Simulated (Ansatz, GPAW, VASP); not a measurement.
## One structure in several programs: NbH (P1, 4 atoms in the cell)

Self-consistent single point, at a second geometry (atoms moved at random). First geometry:

```yaml
crystal:
  lattice:
    - [1.85422, -2.40469, 0.00000]
    - [1.85422, 2.40469, 0.00000]
    - [0.00000, 0.00000, 4.82729]
  atoms:
    - { symbol: Nb, position: [0.75000, 0.25000, 0.26884] }
    - { symbol: Nb, position: [0.25000, 0.75000, 0.73116] }
    - { symbol: H, position: [0.25000, 0.25000, 0.00000] }
    - { symbol: H, position: [0.75000, 0.75000, 0.00000] }
```

Second geometry:
```xyz
4
Lattice="1.8542 -2.4047 0.0000 1.8542 2.4047 0.0000 0.0000 0.0000 4.8273" Properties=species:S:1:pos:R:3 pbc="T T T"
Nb     1.8544    -1.2251     1.2897
Nb     1.7912     1.2283     3.5612
H      0.9951    -0.0328    -0.0006
H      2.7762     0.0296    -0.0230
```

Shared settings, as Ansatz (a program for electronic structure) writes them: kpoints.mp_grid.grid = 11 11 7; scf.occupations.method = gaussian; scf.occupations.width = 0.136 eV. Potentials and cutoffs stand in the table.

| code | model | ΔF from the first geometry (meV/atom) | pressure (GPa) | largest force (eV/Å) | cutoff |
|---|---|---|---|---|---|
| VASP | LDA (PZ), VASP's LDA PAW potentials (set 64) | 11.6 | -13.89 | 0.702 | 300 eV |
| Ansatz | LDA (PW92), PAW files made with PBE | 11.5 | -11.93 | 0.694 | default |
| GPAW | LDA (Perdew-Wang 92), GPAW PAW datasets LDA (gpaw-data 1.0.1) | 11.3 | -12.74 | 0.672 | 800 eV |

Size of the force on each atom (eV/Å): Sizes of forces hide their directions.

```csv
code,Nb1,Nb2,H3,H4
VASP,0.316,0.702,0.467,0.203
Ansatz,0.306,0.694,0.468,0.205
GPAW,0.287,0.672,0.468,0.202
```

On Ansatz's run: spin polarisation is off.

The spread over the programs that give each value: ΔF from the first geometry within 0.3 meV/atom; pressure within 1.96 GPa; largest force within 0.030 eV/Å.

Ansatz's pressure is given at a fixed set of plane waves, as the other plane-wave codes print theirs; with its correction for the finite basis it is -11.87 GPa. The same LDA comes in different parametrisations, which differ slightly. In the pressure, VASP (by 1.15) lies more than 1 GPa from the median of the plane-wave programs.

VASP's run is marked for a possible Pulay error in its stress at this cutoff; no cutoff test was made.

The starting cell comes from a database of computed structures (which also holds hypothetical and non-ambient phases and stackings), without a prior relaxation at this level. Its lattice was rescaled by a random factor within 2.5 % of one. For this run, on top of that: atoms moved at random.

Left out of this page: Quantum ESPRESSO and SIESTA (not drawn, or without a comparable value).

Keys are those of Ansatz 0.2.
